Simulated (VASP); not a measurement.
Here is the system:

```yaml
crystal:
  lattice:
    - [0.00000, 3.25813, 3.25813]
    - [3.25813, 0.00000, 3.25813]
    - [3.25813, 3.25813, 0.00000]
  atoms:
    - { symbol: Hg, position: [0.00000, 0.00000, 0.00000] }
    - { symbol: Te, position: [0.25000, 0.25000, 0.25000] }
```

These are PBEsol GGA, VASP's PBE PAW potentials (set 64) (plane waves; VASP) values and carry that method's errors. Numerical set-up: 500 eV cut-off, 10×10×10 Γ-centred mesh, first-order Methfessel-Paxton smearing of 0.10 eV, potentials Hg Te.

Unless said otherwise, spin-orbit coupling is left out, though it shifts the bands of the heavy elements here.

Q: What does the run give for the energy per atom (σ→0), band gap (on the k-mesh) with the smallest direct gap where there is one?

A: 
| Quantity | Value |
|---|---|
| band gap (on the k-mesh) | none (metal, semimetal or under 0.01 eV) |
| energy per atom (σ→0) | -2.188 eV/atom |

The absolute energy has meaning only against runs of the same code, potentials and settings.

The structure was generated: HgTe was put into the zinc blende type (F-43m), which need not be its known phase. It was relaxed first, which changed the volume by +14 %.
